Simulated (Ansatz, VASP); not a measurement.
# Hf (Hf strained to the junction's net) in two plane-wave programs

Aim: how closely do two programs agree when they are given the same cell, functional and k mesh? The structure shown is the end of the Ansatz relaxation below.

Program: Ansatz 0.2.0. Level of theory: plane waves, with VASP 6.6.1 beside it; single point at PBE. Results are calculated unless marked as measured.

## 1. Starting point

Symmetry: P6_3/mmc, No. 194, hexagonal system. Conventional cell: a = 3.156 Å, b = 3.156 Å, c = 5.128 Å, α = 90.00°, β = 90.00°, γ = 120.00°. Hf has 12 Hf at 3.15 to 3.16 Å nearest.

## 2. Ansatz: relaxation, PBE

Ansatz runs on its default PAW (the set named soft_2) files.

This run makes the geometry at which the two programs are then compared.

File input.yaml:

```yaml
crystal:
  lattice:
    - [3.156, 0.0, 0.0]
    - [-1.578, 2.7331761743, 0.0]
    - [0.0, 0.0, 5.09860625]
  atoms:
    - { symbol: Hf, position: [0.0, 0.0, 0.0] }
    - { symbol: Hf, position: [0.3333333333, 0.6666666667, 0.5] }
kpoints:
  mp_grid: { grid: [12, 12, 6] }
scf:
  occupations: { method: fermi_dirac, width: 0.1 }
  max_iter: 150
hamiltonian:
  xc: pbe
relax:
  f_tol: 0.01
  max_steps: 40
  cell: { fix: [a, b, angles] }
```

Started as:

```bash
$ ansatz run input.yaml --threads 4 --pin off --max-ram 12288MiB --backend cpu --events-out ev --progress --plain --runs-dir out
```

Numbers of over 12 decimals in the logs are rounded to 6 here.

The log of the run:

```text
Engine: ansatz 0.2.0, aarch64-unknown-linux-gnu
Pseudopotentials: kind: paw
Pseudopotential: Hf, paw, valence charge 26, recommended cutoff 420 eV (normal), Hf.paw.azcp
Functional definition: PBE
  parameter kappa = 0.804
  parameter beta = 0.066725
  exchange = pbe_x(kappa = kappa, mu = beta*pi^2/3)
  correlation = pbe_c(beta = beta)
Crystal: 2 atoms, lattice volume = 43.980 Å³
Basis set: ecut = 420 eV, 845 PW (Γ), exchange–correlation on 48×48×72 points (8 copies of the dense FFT grid, shifted against one another)
Bands: 32, of which v1, the nominal top of the filled ones, is band 26 counted from 1 (25 counted from 0)
Symmetry: 24 space group operations
Space group: P63/mmc (ITA 194), of the structure as read, at distance tolerance 3.5e-5 Å
k-points: 76 of 864
Non-local potential: Hf, projectors of the file, l = 0: 3, l = 1: 2, l = 2: 2, l = 3: 3
PAW form: soft (Blöchl's): semilocal exchange-correlation on the pseudo side does not see the compensation charge
PAW one-centre angular grid: Hf, 590 points (default); XC on 64 Gauss nodes
Initial density: superposition of atomic densities (neutral atoms: chi_scale 0, normalization atom), corrected by the library's trained network
Initial wavefunctions: pseudopotential atomic-orbital guess
Functional: x = pbe(κ = 0.804, μ = 0.219515), c = pbe(β = 0.066725)
SCF iter   1: F=—  HF=-31442.736211 eV  |F-HF|=—  |Δ(HF+E_count)|=         —  Δρ=2.93e-3  dr2=1.80e-3  ethr=1.77e-3  ⟨swp⟩=4.4  Hψ=7997  notcnv=0
preconditioner: auto → Kerker (q_TF=auto, 2.806 Å⁻¹)  [metal: Δε(μ)=0.048 eV  Ē_g=17.575 eV  σ=0.100 eV  W_gap=0.12  n_scr=22 (ndim 8)  ℏωp=38.8 eV  f_vac=0.000  D(μ)=1.66/eV (n_scr^D=22)]
SCF iter   2: F=—  HF=-31442.736454 eV  |F-HF|=—  |Δ(HF+E_count)|=   2.43e-4  Δρ=1.84e-3  dr2=7.91e-4  ethr=3.46e-6  ⟨swp⟩=2.3  Hψ=4020  notcnv=0
SCF iter   3: F=—  HF=-31442.736682 eV  |F-HF|=—  |Δ(HF+E_count)|=   2.28e-4  Δρ=3.33e-4  dr2=4.52e-5  ethr=1.52e-6  ⟨swp⟩=2.9  Hψ=4457  notcnv=0
SCF iter   4: F=—  HF=-31442.736644 eV  |F-HF|=—  |Δ(HF+E_count)|=   3.83e-5  Δρ=1.98e-4  dr2=9.24e-6  ethr=8.70e-8  ⟨swp⟩=2.0  Hψ=4405  notcnv=0
SCF iter   5: F=—  HF=-31442.736673 eV  |F-HF|=—  |Δ(HF+E_count)|=   2.88e-5  Δρ=4.76e-5  dr2=4.74e-7  ethr=1.78e-8  ⟨swp⟩=2.8  Hψ=4370  notcnv=0
SCF iter   6: F=-31442.736673 eV  HF=-31442.736673 eV  |F-HF|=1.78e-9  |Δ(HF+E_count)|=   4.51e-7  Δρ=1.31e-5  dr2=3.89e-8  ethr=1.92e-10  ⟨swp⟩=5.1  Hψ=10055  notcnv=0
SCF 1 converged in 6 iterations: F = -31442.736673 eV  dr2 = 3.89e-8
  greatest PAW one-centre occupation: 0.998 electrons in one spin orbital (limit 2), on the Hf atom at site 1 (counted from 0), in its partial waves of l = 0
relax step   1: F+E_penalty+E_count = -31442.73667323 eV  Δ(F+E_penalty+E_count) = +0.000e0 eV  max|allowed force component| = 1.943e-16 eV/Å  Δτ_max = 0.0000 Å  P = +2.766 GPa  Ω = 43.980 Å³  fix = [a, b, alpha, beta, gamma]  reactions: a +3.582, b +3.582 GPa  (6 SCF iters, dr2 threshold 1.00e-7 eV, accepted)
[...]
relax step   2: F+E_penalty+E_count = -31442.73679582 eV  Δ(F+E_penalty+E_count) = -1.226e-4 eV  max|allowed force component| = 2.220e-16 eV/Å  Δτ_max = 0.0000 Å  P = +1.567 GPa  Ω = 44.441 Å³  energy of the carried Pulay correction = -1.322e-4 eV  fix = [a, b, alpha, beta, gamma]  reactions: a +2.820, b +2.820 GPa  (5 SCF iters, dr2 threshold 2.00e-7 eV, accepted)
[...]
relax step   3: F+E_penalty+E_count = -31442.73747954 eV  Δ(F+E_penalty+E_count) = -6.837e-4 eV  max|allowed force component| = 4.441e-16 eV/Å  Δτ_max = 0.0000 Å  P = +2.101 GPa  Ω = 44.233 Å³  energy of the carried Pulay correction = -7.259e-5 eV  fix = [a, b, alpha, beta, gamma]  reactions: a +3.159, b +3.159 GPa  (4 SCF iters, dr2 threshold 2.00e-7 eV, accepted)
[...]
relax step   4: F+E_penalty+E_count = -31442.73755399 eV  Δ(F+E_penalty+E_count) = -7.445e-5 eV  max|allowed force component| = 4.441e-16 eV/Å  Δτ_max = 0.0000 Å  P = +2.101 GPa  Ω = 44.233 Å³  fix = [a, b, alpha, beta, gamma]  reactions: a +3.159, b +3.159 GPa  stress off target by 1.48e-2 GPa on what of the cell is left free  SCF on the basis re-selected at this cell (its energy is not comparable with the rows above)  (7 SCF iters)
basis re-selected at this cell: Δ(F+E_penalty+E_count) = -7.445e-5 eV, ΔP = +0.000 GPa vs the last step (what re-selecting the basis moved, of the pressure what is left beyond the Pulay correction that the steps carried, after the strain that the cell walked since its last selection, with what the two solves' SCF thresholds leave and, on support functions, any second-order correction that the steps lacked; it is no m [...]
SCF converged after 7 iterations
Free energy (F): -31442.737554 eV
Harris-Foulkes:  -31442.737554 eV  (|F-HF|=2.18e-11)
Internal energy: -31442.679838 eV  (E = F + TS)
E sigma→0 (E₀):  -31442.708696 eV
Entropy (-TS):   -0.057716 eV (-28.858 meV/atom)
Fermi energy:    20.131675 eV
--- Per-component energies (eV) ---
  E_band       = 87.191833
  E_kinetic    = 849.522118
  E_local      = -10078.774841  (includes V_loc(G=0)·N_el)
  E_nonlocal   = -2488.576686
  E_hartree    = 4747.415024
  E_xc         = -600.687416
  E_vxc        = -532.997024  (∫ρ·V_xc dr)
  E_paw        = -13855.890617  (= ΣΔE_a)
  E_vpaw       = 2843.188231  (= ΣTr[D̂ρ^β])
  E_aug_tail   = -0.000002  (compensation charges beyond the density's cutoff)
  E_ewald      = -10015.687418
  E_smearing   = -0.057716  (= −TS)
  E_closure    = -0.000000  (closes the sum)
  Σ components = -31442.737554   (vs F -31442.737554, Δ=0.00e0)
--- Forces (eV/Å), atoms counted from 1 ---
  atom   1  Hf     0.00000000     0.00000000    -0.00000000
  atom   2  Hf     0.00000000    -0.00000000     0.00000000
  max |Σ_I F_I| component: 0.00e0 eV/Å
--- Stress (GPa, compression-positive) ---
        3.159382       0.000000      -0.000000
        0.000000       3.159382       0.000000
       -0.000000       0.000000      -0.014754
  P = ⅓ Tr σ = 2.1013 GPa (21.013 kbar)
--- Relaxed structure (3 steps of the walk, 3 accepted, 1 SCFs on fresh bases) ---
  F+E_penalty+E_count = -31442.73755399 eV   max|allowed force component| = 4.441e-16 eV/Å   (the final SCF, on the basis selected at the relaxed cell)
  cell:  # Å, volume = 44.2326 Å³
    - [3.156000, 0, 0]
    - [-1.578000, 2.733176, 0]
    - [0, 0, 5.127884]
  atoms:
    - { symbol: Hf, position: [9.251858539620039e-18, -5.0885221963063393e-17, 0] }
    - { symbol: Hf, position: [0.333333, 0.666667, 0.5] }
```

Reading the cycles: dr2 is the Hartree energy of the density residual (eV), the measure of convergence; HF is the Harris–Foulkes estimate of the energy, which meets the free energy F at convergence.

## 3. VASP: single point, PBE

The same cell, functional, mesh and smearing now go to VASP, with its own data sets.

Lines of VASP's logs that name or quote its potential files are left out, and so is its time.

File INCAR:

```
SYSTEM = Hf
PREC = Accurate
ENCUT = 500
EDIFF = 1E-06
NELM = 120
ISMEAR = -1
SIGMA = 0.1
LREAL = .FALSE.
ALGO = Normal
GGA = PE
NBANDS = 16
LASPH = .TRUE.
LORBIT = 11
LWAVE = .FALSE.
LCHARG = .FALSE.
ISIF = 2
GGA_COMPAT = .FALSE.
```

File POSCAR:

```
Hf
1.0
    3.1560000000      0.0000000000      0.0000000000
   -1.5780000000      2.7331761743      0.0000000000
    0.0000000000      0.0000000000      5.1278842610
Hf
2
Direct
    0.0000000000      0.0000000000      0.0000000000
    0.3333333333      0.6666666667      0.5000000000
```

File KPOINTS:

```
Automatic mesh
0
Gamma
12 12 6
0 0 0
```

PAW data sets: Hf_pv (PBE family, release 64).

Started as:

```bash
$ mpirun -np 1 vasp_std
```

The log of the run:

```text
[banner, memory and clock lines left out]
running    1 mpi-ranks, on    1 nodes
 distrk:  each k-point on    1 cores,    1 groups
 distr:  one band on    1 cores,    1 groups

 POSCAR found type information on POSCAR Hf
 POSCAR found :  1 types and       2 ions
 LDA part: xc-table for (Slater+PW92), standard interpolation
 POSCAR, INCAR and KPOINTS ok, starting setup
 FFT: planning ... GRIDC
 FFT: planning ... GRID_SOFT
 FFT: planning ... GRID
 WAVECAR not read
 entering main loop
       N       E                     dE             d eps       ncg     rms          rms(c)
DAV:   1     0.467835612586E+02    0.46784E+02   -0.10974E+04  2432   0.114E+03
DAV:   2    -0.189569807013E+02   -0.65741E+02   -0.64250E+02  3232   0.248E+02
DAV:   3    -0.205469332790E+02   -0.15900E+01   -0.15839E+01  3272   0.268E+01
DAV:   4    -0.205591940628E+02   -0.12261E-01   -0.12259E-01  2992   0.289E+00
DAV:   5    -0.205593620594E+02   -0.16800E-03   -0.16799E-03  3248   0.276E-01    0.656E+01
DAV:   6    -0.200510935187E+02    0.50827E+00   -0.47692E-01  2888   0.473E+00    0.388E+01
DAV:   7    -0.198743212001E+02    0.17677E+00   -0.80769E-01  2968   0.591E+00    0.185E+00
DAV:   8    -0.198644688491E+02    0.98524E-02   -0.51448E-02  2736   0.156E+00    0.327E-01
DAV:   9    -0.198645771758E+02   -0.10833E-03   -0.10889E-03  3424   0.245E-01    0.193E-01
DAV:  10    -0.198645642141E+02    0.12962E-04   -0.53419E-05  2784   0.523E-02    0.228E-01
DAV:  11    -0.198645680636E+02   -0.38495E-05   -0.59202E-06  3088   0.190E-02    0.952E-03
DAV:  12    -0.198645680941E+02   -0.30575E-07   -0.34452E-07  1728   0.433E-03
   1 F= -.19864568E+02 E0= -.19835679E+02  d E =-.577791E-01
```

Parts of OUTCAR (step 3):

```text
ion  position               nearest neighbor table
   1  0.000  0.000  0.000-   2 3.15   2 3.15   2 3.15   2 3.15   2 3.15   2 3.15
   2  0.333  0.667  0.500-   1 3.15   1 3.15   1 3.15   1 3.15   1 3.15   1 3.15

  LATTYP: Found a hexagonal cell.
 ALAT       =     3.1560000000
 C/A-ratio  =     1.6248048989

 Subroutine GETGRP returns: Found 24 space group operations
 (whereof 12 operations were pure point group operations)

The static configuration has the point symmetry D_3h.
 The point group associated with its full space group is D_6h.

 Found     76 irreducible k-points:

   k-points           NKPTS =     76   k-points in BZ     NKDIM =     76   number of bands    NBANDS=     16

   dimension x,y,z NGX =    24 NGY =   24 NGZ =   40
   dimension x,y,z NGXF=    48 NGYF=   48 NGZF=   80

   ENCUT  =  500.0 eV  36.75 Ry    6.06 a.u.   5.75  5.75  9.35*2*pi/ulx,y,z

   NELECT =      20.0000    total number of electrons

 k-points in reciprocal lattice and weights: Automatic mesh
   0.00000000  0.00000000  0.00000000       0.001
   0.08333333  0.00000000  0.00000000       0.007
   0.16666667  0.00000000  0.00000000       0.007
   0.25000000  0.00000000  0.00000000       0.007
   0.33333333  0.00000000  0.00000000       0.007
   0.41666667  0.00000000  0.00000000       0.007
   0.50000000  0.00000000  0.00000000       0.003
   0.08333333  0.08333333  0.00000000       0.007
   0.16666667  0.08333333  0.00000000       0.014
[...]
0.33333333  0.25000000  0.50000000       0.014
   0.33333333  0.33333333  0.50000000       0.002

 average (electrostatic) potential at core
       1 -37.2584       2 -37.2584

 E-fermi :   4.9725

 k-point     1 :       0.0000    0.0000    0.0000
  band No.  band energies     occupation
    ...
      4     -25.1771      2.00000
      5     -25.1457      2.00000
      6     -25.1457      2.00000
      7      -2.4230      2.00000
      8       1.1842      2.00000
      9       5.4617      0.01491
     10       6.2085      0.00001
     11       6.2393      0.00001
     12       6.2393      0.00001
     13       7.0033      0.00000
    ...

 k-point     2 :       0.0833    0.0000    0.0000
  band No.  band energies     occupation
    ...
      4     -25.1913      2.00000
      5     -25.1843      2.00000
      6     -25.1522      2.00000
      7      -2.2058      2.00000
      8       1.4041      2.00000
      9       5.2010      0.18475
     10       5.6794      0.00170
     11       6.4452      0.00000
     12       6.6183      0.00000
     13       6.7860      0.00000
    ...

 k-point     3 :       0.1667    0.0000    0.0000
  band No.  band energies     occupation
    ...
      6     -25.1708      2.00000
      7      -1.5877      2.00000
      8       1.9907      2.00000
      9       4.5736      1.96366
     10       5.0064      0.83206
     11       6.1783      0.00001
     12       7.0185      0.00000
     13       7.0514      0.00000
     14       7.1882      0.00000
     15       7.2160      0.00000
    ...

  Total        0.7596246      0.7596246     -0.1441252     -0.0000000      0.0000000      0.0000000
  in kB       27.5148265     27.5148265     -5.2204459     -0.0000000      0.0000000      0.0000000
  external PRESSURE =      16.6030691 kB  Pullay stress =       0.0000000 kB

  energy-cutoff  :      500.00
  volume of cell :       44.23
      direct lattice vectors                 reciprocal lattice vectors
     3.156000000  0.000000000  0.000000000     0.316856781  0.182937348  0.000000000
    -1.578000000  2.733176174  0.000000000     0.000000000  0.365874695  0.000000000
     0.000000000  0.000000000  5.127884261     0.000000000  0.000000000  0.195012202

 POSITION                                       TOTAL-FORCE (eV/Angst)
 -----------------------------------------------------------------------------------
      0.00000      0.00000      0.00000         0.000000      0.000000      0.000000
     -0.00000      1.82212      2.56394        -0.000000     -0.000000      0.000000
 -----------------------------------------------------------------------------------
    total drift:                                0.000000     -0.000000     -0.000000

  FREE ENERGIE OF THE ION-ELECTRON SYSTEM (eV)
  ---------------------------------------------------
  free  energy   TOTEN  =       -19.8645680941 eV

  energy  without entropy=      -19.8067889732  energy(sigma->0) =      -19.83567853

 total charge
# of ion       s       p       d       tot
------------------------------------------
    1        0.396   6.391   1.563   8.349
    2        0.396   6.391   1.563   8.349
--------------------------------------------------
tot          0.792  12.782   3.125  16.699

[... 3 further parts left out ...]
```

The run ends at a pressure of 1.66 GPa.

## 4. Differences

Known differences besides the potentials themselves: the data sets hold 52 valence electrons in Ansatz (on its default PAW (the set named soft_2) files) and 20 in VASP; the cutoff is 420 eV in Ansatz and 500 eV in VASP; Ansatz's pressure holds a Pulay correction, VASP's none. Total energies have different zeros and are not compared.

Both answers:

```tsv
quantity	Ansatz	VASP	difference
pressure (GPa)	2.10	1.66	+0.44
```

## 5. Outcome

```
difference in pressure (single point, PBE) : 0.44 GPa
```

The difference in pressure is 0.44 GPa (single point, PBE), within the 1 GPa picked in this series as the mark of a large difference. The data sets hold unlike numbers of valence electrons (52 in Ansatz and 20 in VASP), so part of the differences comes from the potentials. How closely two codes agree says nothing of how well the functional describes the real material.

[Lines on the potential files, build, host, timing and source positions are cut from VASP's logs without a mark.]

[Logs are printed without paths, hosts, clocks, repeated set-up lines and the standing remarks that a program may print on its own settings, such as how far it seeks lower states.]

[Hosts, paths, dates, database ids (printed as entryN), source tags and the programs' standing remarks are cut or masked in the printed files.]
